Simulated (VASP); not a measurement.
Data:

```xyz
2
Lattice="0.0000 2.4780 2.4780 2.4780 0.0000 2.4780 2.4780 2.4780 0.0000" Properties=species:S:1:pos:R:3 pbc="T T T"
Eu     0.0000     0.0000     0.0000
O      2.4780     2.4780     2.4780
```

Calculation: optB88-vdW, VASP's PBE PAW potentials (set 64) (plane waves; VASP). Numerical set-up: 520 eV cut-off, 10×10×10 Γ-centred mesh, tetrahedra with Blöchl corrections, potentials Eu_2 O.

The 4f electrons are frozen in the core of the lanthanide potential, so 4f levels, which can set the real gap, and their magnetism are missing.

Q: Predict the energy per atom (σ→0), band gap (on the k-mesh) with the smallest direct gap where there is one.

A: 
The band gap (on the k-mesh) is 2.73 eV, the smallest direct gap (on the k-mesh) is 2.73 eV and the energy per atom (σ→0) comes out as -4.764 eV/atom.

Only differences to runs with the same potentials and settings are physical.

The compound is EuO in the rock salt structure. It was relaxed first, which changed the volume by -10 %.
